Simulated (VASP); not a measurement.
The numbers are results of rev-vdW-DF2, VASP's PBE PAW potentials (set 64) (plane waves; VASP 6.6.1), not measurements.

VASP input:

**INCAR**
```
SIGMA = 0.1
ZAB_VDW = -1.8867
LWAVE = F
SYSTEM = Dy
LMAXMIX = 6   ! l cut-off of mixed one-centre charges
IBRION = 2   ! conjugate gradients
NELM = 100   ! most electronic steps
ISMEAR = 1
ISIF = 3
LASPH = T   ! aspherical one-centre terms
LREAL = F
PARAM1 = 0.1234568
PREC = Accurate
ALGO = Normal   ! blocked Davidson
EDIFF = 1E-6   ! SCF stop (eV)
ENCUT = 520   ! plane-wave cut-off (eV)
LCHARG = F
GGA = MK
LUSE_VDW = T
AGGAC = 0.0
PARAM2 = 0.7114
EDIFFG = -0.01   ! ionic stop
NSW = 60
```

**POSCAR**
```
Dy
1
    1.7950000000    -3.1090310000     0.0000000000
    1.7950000000     3.1090310000     0.0000000000
    0.0000000000     0.0000000000     5.6500000000
Dy
2
Direct
  0.3333330000   0.6666670000   0.2500000000
  0.6666670000   0.3333330000   0.7500000000
```

File KPOINTS:
```
K-points
0
gamma
 11 11 6
0 0 0
```

POTCAR, in this order: Dy_3 (PBE.64 set). Program: vasp_std.

Output of the run:

### OUTCAR
```
 ion  position               nearest neighbor table
   1  0.333  0.667  0.250-   2 3.50   2 3.50   2 3.50   2 3.50   2 3.50   2 3.50
   2  0.667  0.333  0.750-   1 3.50   1 3.50   1 3.50   1 3.50   1 3.50   1 3.50
  LATTYP: Found a hexagonal cell.
 ALAT       =     3.5899998272
 C/A-ratio  =     1.5738162318
 Subroutine PRICEL returns:
 Original cell was already a primitive cell.
 Subroutine GETGRP returns: Found 24 space group operations
The static configuration has the point symmetry D_3d.
 The point group associated with its full space group is D_6h.
The dynamic configuration has the point symmetry D_3d.
 Subroutine INISYM returns: Found 24 space group operations
 Subroutine IBZKPT returns following result:
 Found     64 irreducible k-points:

 Following reciprocal coordinates:
            Coordinates               Weight
  0.000000  0.000000  0.000000      1.000000
  0.090909  0.000000  0.000000      6.000000
  0.181818 -0.000000  0.000000      6.000000
  0.272727  0.000000  0.000000      6.000000
  0.363636 -0.000000  0.000000      6.000000
  0.454545 -0.000000  0.000000      6.000000
  0.090909  0.090909  0.000000      6.000000
...
```

OSZICAR:
```
       N       E                     dE             d eps       ncg     rms          rms(c)
DAV:   1     0.561784186875E+02    0.56178E+02   -0.88073E+03  1664   0.124E+03
DAV:   2    -0.108988403780E+01   -0.57268E+02   -0.56118E+02  1689   0.316E+02
DAV:   3    -0.440668096669E+01   -0.33168E+01   -0.30732E+01  2327   0.409E+01
DAV:   4    -0.453350680570E+01   -0.12683E+00   -0.12545E+00  2201   0.883E+00
DAV:   5    -0.453726827386E+01   -0.37615E-02   -0.37576E-02  2399   0.108E+00    0.237E+01
DAV:   6    -0.454599705992E+01   -0.87288E-02   -0.20862E-02  2537   0.136E+00    0.142E+01
DAV:   7    -0.455834919078E+01   -0.12352E-01   -0.38969E-02  2509   0.189E+00    0.234E-01
DAV:   8    -0.455824502141E+01    0.10417E-03   -0.20990E-03  2064   0.367E-01    0.731E-02
DAV:   9    -0.455828302929E+01   -0.38008E-04   -0.23399E-04  1986   0.131E-01    0.327E-02
DAV:  10    -0.455827901803E+01    0.40113E-05   -0.46518E-05  2161   0.553E-02    0.451E-02
DAV:  11    -0.455827988274E+01   -0.86471E-06   -0.67343E-06  1944   0.200E-02
   1 F= -.45582799E+01 E0= -.45586055E+01  d E =-.455828E+01
       N       E                     dE             d eps       ncg     rms          rms(c)
DAV:   1    -0.466070357556E+01   -0.10242E+00   -0.19222E+00  1664   0.114E+01    0.174E+00
DAV:   2    -0.459814486728E+01    0.62559E-01   -0.15115E-01  1859   0.413E+00    0.819E-01
DAV:   3    -0.456796989498E+01    0.30175E-01   -0.66934E-02  2448   0.224E+00    0.258E-01
DAV:   4    -0.456765335935E+01    0.31654E-03   -0.44678E-03  2103   0.584E-01    0.196E-01
DAV:   5    -0.456763883557E+01    0.14524E-04   -0.50445E-04  1754   0.171E-01    0.207E-02
DAV:   6    -0.456763168323E+01    0.71523E-05   -0.36668E-05  2592   0.607E-02    0.123E-02
DAV:   7    -0.456762894803E+01    0.27352E-05   -0.17923E-06  1305   0.131E-02    0.461E-03
DAV:   8    -0.456762882409E+01    0.12394E-06   -0.61163E-07   957   0.784E-03
   2 F= -.45676288E+01 E0= -.45676692E+01  d E =-.934894E-02
       N       E                     dE             d eps       ncg     rms          rms(c)
DAV:   1    -0.456964181426E+01   -0.20129E-02   -0.36357E-02  1664   0.158E+00    0.243E-01
DAV:   2    -0.456846974515E+01    0.11721E-02   -0.28633E-03  1834   0.570E-01    0.113E-01
DAV:   3    -0.456790192410E+01    0.56782E-03   -0.12089E-03  2466   0.298E-01    0.336E-02
DAV:   4    -0.456789089076E+01    0.11033E-04   -0.92001E-05  2081   0.843E-02    0.249E-02
DAV:   5    -0.456788846382E+01    0.24269E-05   -0.92821E-06  1724   0.240E-02    0.283E-03
DAV:   6    -0.456788836968E+01    0.94135E-07   -0.50393E-07   867   0.787E-03
   3 F= -.45678884E+01 E0= -.45679620E+01  d E =-.960849E-02
       N       E                     dE             d eps       ncg     rms          rms(c)
DAV:   1    -0.456791427214E+01   -0.25808E-04   -0.56916E-04  1664   0.198E-01    0.311E-02
DAV:   2    -0.456789536546E+01    0.18907E-04   -0.45474E-05  1839   0.717E-02    0.144E-02
DAV:   3    -0.456788636131E+01    0.90041E-05   -0.19483E-05  2476   0.378E-02    0.424E-03
DAV:   4    -0.456788606500E+01    0.29632E-06   -0.13120E-06  1055   0.107E-02
   4 F= -.45678861E+01 E0= -.45679640E+01  d E =-.960618E-02
       N       E                     dE             d eps       ncg     rms          rms(c)
DAV:   1    -0.456851850043E+01   -0.63214E-03   -0.20543E-02  1664   0.109E+00    0.927E-02
DAV:   2    -0.456823925595E+01    0.27924E-03   -0.47994E-04  2154   0.239E-01    0.662E-02
DAV:   3    -0.456810672134E+01    0.13253E-03   -0.15678E-04  2301   0.106E-01    0.337E-02
DAV:   4    -0.456810493108E+01    0.17903E-05   -0.28816E-05  2434   0.419E-02    0.168E-02
DAV:   5    -0.456810473787E+01    0.19321E-06   -0.90751E-07   899   0.848E-03
   5 F= -.45681047E+01 E0= -.45682211E+01  d E =-.218673E-03
       N       E                     dE             d eps       ncg     rms          rms(c)
DAV:   1    -0.457083092176E+01   -0.27260E-02   -0.12721E-01  1664   0.273E+00    0.230E-01
DAV:   2    -0.456912253860E+01    0.17084E-02   -0.29447E-03  2169   0.592E-01    0.164E-01
DAV:   3    -0.456830573834E+01    0.81680E-03   -0.96988E-04  2297   0.264E-01    0.802E-02
DAV:   4    -0.456829515430E+01    0.10584E-04   -0.18085E-04  2413   0.105E-01    0.398E-02
DAV:   5    -0.456829501838E+01    0.13591E-06   -0.70205E-06  1989   0.213E-02
   6 F= -.45682950E+01 E0= -.45686048E+01  d E =-.408953E-03
```

**OUTCAR**
```
------------------------ aborting loop because EDIFF is reached ----------------------------------------
  FORCE on cell =-STRESS in cart. coord.  units (eV):
  Direction    XX          YY          ZZ          XY          YZ          ZX
  --------------------------------------------------------------------------------------
  Total       -0.0048824     -0.0048824      0.0002615     -0.0000000      0.0000000      0.0000000
  in kB       -0.1277895     -0.1277895      0.0068455     -0.0000000      0.0000000      0.0000000
  external PRESSURE =      -0.0829112 kB  Pullay stress =       0.0000000 kB
  volume of cell :       61.21
      direct lattice vectors                 reciprocal lattice vectors
     1.787594419 -3.096204160 -0.000000000     0.279705505 -0.161488059  0.000000000
     1.787594419  3.096204160 -0.000000000     0.279705505  0.161488059  0.000000000
    -0.000000000  0.000000000  5.529956698     0.000000000  0.000000000  0.180833242
 POSITION                                       TOTAL-FORCE (eV/Angst)
 -----------------------------------------------------------------------------------
      1.78759      1.03207      1.38249        -0.000000     -0.000000      0.000000
      1.78759     -1.03207      4.14747         0.000000      0.000000     -0.000000
 -----------------------------------------------------------------------------------
    total drift:                                0.000000      0.000099     -0.000011
  FREE ENERGIE OF THE ION-ELECTRON SYSTEM (eV)
  ---------------------------------------------------
  free  energy   TOTEN  =        -4.5682950184 eV

  energy  without entropy=       -4.5692243602  energy(sigma->0) =       -4.56860480

 reached required accuracy - stopping structural energy minimisation
```
(Selected blocks of OUTCAR.)

### CONTCAR
```
Dy
   1.00000000000000
     1.7875944192291815   -3.0962041603582864   -0.0000000000000000
     1.7875944192291815    3.0962041603582864   -0.0000000000000000
    -0.0000000000000000    0.0000000000000000    5.5299566984522075
  Dy
     2
Direct
     0.3333330000000032    0.6666669999999968    0.2500000000000000
     0.6666669999999968    0.3333330000000032    0.7500000000000000
```

The 4f electrons are frozen in the core of the lanthanide potential, so 4f levels, which can set the real gap, and their magnetism are missing. Energy and stress use the plane-wave basis of the starting cell.

The compound is Dy in the hcp structure. This run relaxes it. Symmetry was kept, so distortions that lower it aren't found.
